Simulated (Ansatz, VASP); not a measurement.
# AlNi in two plane-wave programs, part 2 of 2

Wanted: the spread between two codes on one cell, functional and k mesh. The cell is taken from a series of runs on this material, whose earlier steps may have relaxed, scaled, displaced or heated it; both programs get it as it stands.

VASP 6.6.1 and Ansatz 0.2.0.

So far: The starting structure; VASP: zone-centre phonons, LDA.

## Step 3: Ansatz: zone-centre phonons, LDA

Level of this step: Ansatz beside VASP: Kohn-Sham DFT, plane waves, LDA (Ansatz).

Ansatz runs on its PAW soft_1 files.

The same cell, functional (in two slightly different forms), mesh and smearing now go to Ansatz, which takes its cutoff from its data sets.

File input.yaml:

```yaml
crystal:
  lattice:
    - [2.7996530532, 0.0, 0.0]
    - [0.0, 2.7996530532, 0.0]
    - [0.0, 0.0, 2.9168741154]
  atoms:
    - { symbol: Al, position: [0.0, 0.0, 0.0] }
    - { symbol: Ni, position: [0.5, 0.5, 0.5] }
kpoints:
  mp_grid: { grid: [16, 16, 16] }
hamiltonian:
  xc: lda
  pseudopotentials: { kind: paw, azcp: { folder: soft_1 }, xc_functional: pbe }
scf:
  occupations: { method: methfessel_paxton, width: 0.2 }
output:
  eigenvalues: true
phonons:
  method: dfpt
```

Command:

```bash
$ ansatz run input.yaml --threads 4 --pin off --max-ram 10240MiB --backend cpu --events-out ev --progress --plain --runs-dir out
```

Numbers of over 12 decimals in the logs are rounded to 6 here.

Log:

```text
zone centre: on kpoints.mp_grid the ground state, and the responses unless they are solved on pairs of k-points, stand on 729 of the mesh's 4096 k-points, reduced under 8 symmetry operations, with k and −k counted as one. Each operation leaves every solved displacement unchanged or reverses it
Engine: ansatz 0.2.0, x86_64-unknown-linux-gnu
Pseudopotentials: kind: paw
Pseudopotential: Al, paw, valence charge 3, recommended cutoff 420 eV (normal), soft_1/Al.paw.azcp
Pseudopotential: Ni, paw, valence charge 18, recommended cutoff 420 eV (normal), soft_1/Ni.paw.azcp
Functional definition: SPW92
  exchange = slater_x
  correlation = pw_c
Crystal: 2 atoms, lattice volume = 22.863 Å³
Basis set: ecut = 420 eV, 461 PW (Γ), exchange–correlation on 40×40×40 points (8 copies of the dense FFT grid, shifted against one another)
Bands: 15, of which v1, the nominal top of the filled ones, is band 11 counted from 1 (10 counted from 0)
Symmetry: 16 space group operations
k-points: 729 of 4096 (irreducible under 8 space group operations)
Non-local potential: Al, projectors of the file, l = 0: 2, l = 1: 2, l = 2: 1
Non-local potential: Ni, projectors of the file, l = 0: 3, l = 1: 2, l = 2: 3, l = 3: 1
PAW form: soft (Blöchl's): semilocal exchange-correlation on the pseudo side does not see the compensation charge
PAW frozen core: Al, regenerated for the run's functional, and the local potential with it (the file was generated under x = pbe(κ = 0.804, μ = 0.219515), c = pbe(β = 0.066725))
PAW frozen core: Ni, regenerated for the run's functional, and the local potential with it (the file was generated under x = pbe(κ = 0.804, μ = 0.219515), c = pbe(β = 0.066725))
PAW one-centre angular grid: Al, 110 points (default); XC on 64 Gauss nodes
PAW one-centre angular grid: Ni, 590 points (default); XC on 64 Gauss nodes
Initial density: superposition of atomic densities (chi_scale 0.1, normalization cell, long waves kept (reshape's long-wave potential 0.00 eV rms))
Initial wavefunctions: pseudopotential atomic-orbital guess
Functional: x = slater, c = lda
SCF iter   1: F=—  HF=-6288.055136 eV  |F-HF|=—  |Δ(HF+E_count)|=         —  Δρ=7.44e-2  dr2=1.35e0  ethr=3.10e-3  ⟨swp⟩=4.0  Hψ=48484  notcnv=0
preconditioner: auto → none  [metal: Δε(μ)=0.016 eV  Ē_g=10.460 eV  σ=0.200 eV  W_gap=0.07  n_scr=6 (ndim 8)  ℏωp=28.0 eV  f_vac=0.000  D(μ)=0.63/eV (n_scr^D=2)  sad-step TF]
SCF iter   2: F=—  HF=-6287.880221 eV  |F-HF|=—  |Δ(HF+E_count)|=   1.75e-1  S|Δr|=    0.00e0  Δρ=5.80e-2  dr2=8.53e-1  ethr=3.10e-3  ⟨swp⟩=2.0  Hψ=19537  notcnv=0  defer=158
SCF iter   3: F=—  HF=-6287.680418 eV  |F-HF|=—  |Δ(HF+E_count)|=   2.00e-1  S|Δr|=    0.00e0  Δρ=1.76e-2  dr2=7.09e-2  ethr=3.10e-3  ⟨swp⟩=2.0  Hψ=13913  notcnv=0  defer=158
SCF iter   4: F=—  HF=-6287.667198 eV  |F-HF|=—  |Δ(HF+E_count)|=   1.32e-2  S|Δr|=    0.00e0  Δρ=4.70e-3  dr2=2.80e-3  ethr=3.38e-4  ⟨swp⟩=1.7  Hψ=17591  notcnv=0  defer=151
SCF iter   5: F=—  HF=-6287.667165 eV  |F-HF|=—  |Δ(HF+E_count)|=   3.29e-5  S|Δr|=    0.00e0  Δρ=1.58e-3  dr2=2.65e-4  ethr=1.33e-5  ⟨swp⟩=2.2  Hψ=14742  notcnv=0  defer=151
SCF iter   6: F=—  HF=-6287.667086 eV  |F-HF|=—  |Δ(HF+E_count)|=   7.87e-5  S|Δr|=    0.00e0  Δρ=4.16e-4  dr2=1.94e-5  ethr=1.26e-6  ⟨swp⟩=2.4  Hψ=16263  notcnv=0  defer=151
SCF iter   7: F=—  HF=-6287.667079 eV  |F-HF|=—  |Δ(HF+E_count)|=   7.59e-6  S|Δr|=    0.00e0  Δρ=5.62e-5  dr2=3.72e-7  ethr=9.23e-8  ⟨swp⟩=2.2  Hψ=15242  notcnv=0  defer=151
SCF iter   8: F=—  HF=-6287.667095 eV  |F-HF|=—  |Δ(HF+E_count)|=   1.61e-5  S|Δr|=    0.00e0  Δρ=3.99e-6  dr2=2.07e-9  ethr=1.77e-9  ⟨swp⟩=2.2  Hψ=15696  notcnv=0  defer=151
SCF iter   9: F=—  HF=-6287.667095 eV  |F-HF|=—  |Δ(HF+E_count)|=  3.70e-10  S|Δr|=    0.00e0  Δρ=2.81e-7  dr2=1.17e-11  ethr=9.84e-12  ⟨swp⟩=2.4  Hψ=17455  notcnv=0  defer=151
SCF iter  10: F=-6287.667095 eV  HF=-6287.667095 eV  |F-HF|=0.00e0  |Δ(HF+E_count)|=  1.82e-12  S|Δr|=    0.00e0  Δρ=2.71e-8  dr2=7.13e-14  ethr=1.00e-12  ⟨swp⟩=5.5  Hψ=40386  notcnv=0
SCF 1 converged in 10 iterations: F = -6287.667095 eV  dr2 = 7.13e-14
  greatest PAW one-centre occupation: 1.001 electrons in one spin orbital (limit 2), on the Ni atom at site 1 (counted from 0), in its partial waves of l = 1
DFPT response loops at Γ: preconditioner auto → Kerker (q_TF=auto, 2.690 Å⁻¹) (partly filled bands, converged f_vac=0.000); β = 1.00, the filter's whole step (`scf.mixing.beta` (0.50) is not read by the response loops under this deck's `scf.mixing.preconditioner`; to damp them name `kerker` or `kerker_dos`, under which they read `scf.mixing.beta`, and type it under 1.00, their step now; both keys bind the ground state too); Broyden in place of MSR1
SCF converged after 10 iterations
Stability not checked: this state was not tested for a lower state beside it, because cold or Methfessel-Paxton smearing, or corrected tetrahedra, fill the levels in a way that the test cannot read (fill_not_monotonic; see scf.lower_state_search)
Free energy (F): -6287.667095 eV
Harris-Foulkes:  -6287.667095 eV  (|F-HF|=0.00e0)
Internal energy: -6287.667092 eV  (E = F + TS)
E sigma→0 (E₀):  -6287.667094 eV
Entropy (-TS):   -0.000002 eV (-0.001 meV/atom)
Fermi energy:    14.305540 eV
--- Per-component energies (eV) ---
  E_band       = -328.223939
  E_kinetic    = 370.659452
  E_local      = -3691.140752  (includes V_loc(G=0)·N_el)
  E_nonlocal   = -101.826623
  E_hartree    = 1939.576748
  E_xc         = -152.308464
  E_vxc        = -178.534437  (∫ρ·V_xc dr)
  E_paw        = -2037.577068  (= ΣΔE_a)
  E_vpaw       = -606.535959  (= ΣTr[D̂ρ^β])
  E_aug_tail   = 0.000892  (compensation charges beyond the density's cutoff)
  E_ewald      = -2615.541115
  E_core_change = 0.489838  (= ΣΔE_core)
  E_smearing   = -0.000002  (= −TS)
  E_closure    = 0.000000  (closes the sum)
  Σ components = -6287.667095   (vs F -6287.667095, Δ=0.00e0)
--- Band table (eV; the first three rows and the last of 729) ---
  k-point 0: bands = [... 7 lower, 12.6283, 12.6283, 12.7527, 18.9764, 20.4604, 20.4604, 22.4021, 22.7925]
  k-point 1: bands = [... 7 lower, 12.6004, 12.6004, 12.7556, 18.3158, 20.5515, 20.5515, 22.7892, 23.0674]
  k-point 2: bands = [... 7 lower, 12.5231, 12.5231, 12.7638, 17.0629, 20.8190, 20.8190, 22.7794, 24.3041]
  k-point 728: bands = [... 7 lower, 13.2062, 13.3244, 16.2094, 16.3021, 16.3021, 18.3108, 18.8620, 18.8620]
--- Phonons (Γ-DFPT): 4 representative perturbations + reference, on 729 of 4096 k-points (Σ response iterations 12) ---
  k mesh reduced under 8 symmetry operations, with k and −k counted as one. Each operation leaves every solved displacement unchanged or reverses it
  ASR residual: 9.483e-6 → 0.000e0 eV/Å²; symmetrization residual: 1.337e-6 eV/Å²
  ASR residual per site (eV/Å²): 7.02e-6 9.48e-6
  Γ frequencies (cm⁻¹): 0.00 0.00 0.00 301.19 301.19 305.00
  non-analytic LO–TO correction: not included (Born effective charges unavailable; polar crystals: no LO–TO splitting at Γ)
```

## Step 4: Side by side

Known differences besides the potentials themselves: the two LDA forms differ slightly; the data sets hold 21 valence electrons in Ansatz (on its PAW soft_1 files) and 13 in VASP; the cutoff is 420 eV in Ansatz and 600 eV in VASP; VASP's log shows a relativistic correction to its local exchange, Ansatz's none. Total energies have different zeros and are not compared.

Compared:

| quantity | Ansatz | VASP | difference |
| --- | --- | --- | --- |
| optical mode 1 to 2 (cm⁻¹) | 301.2 | 303.4 | -0.73 % |
| optical mode 3 (cm⁻¹) | 305.0 | 307.7 | -0.89 % |

Modes are paired by rising frequency, not by their patterns, so a pair may set unlike modes beside each other; they are those without the splitting of longitudinal modes.

## Step 5: Results

```yaml
r_m_s_difference_of_the_optical_zone_centre_modes_each_program_s_sorted_by_frequency_zone_centre_phonons_lda: 2.4 cm⁻¹
difference_in_optical_mode_3_zone_centre_phonons_lda: -0.9 %
```

What this shows: The r.m.s. difference of the optical zone-centre modes, each program's sorted by frequency is 2.4 cm⁻¹ (zone-centre phonons, LDA). The data sets hold unlike numbers of valence electrons (21 in Ansatz and 13 in VASP), so part of the differences comes from the potentials. Among the rows given in per cent, the largest difference of the zone-centre phonons, LDA pair is in optical mode 3, -0.9 %. Such differences can come from data sets, numerical settings and the points named under the comparisons, not from the functional's error against experiment.

[Lines on the potential files, build, host, timing and source positions are cut from VASP's logs without a mark.]

[Logs are printed without paths, hosts, clocks, repeated set-up lines and the standing remarks that a program may print on its own settings, such as how far it seeks lower states.]

[Hosts, paths, dates, database ids (printed as entryN), source tags and the programs' standing remarks are cut or masked in the printed files.]
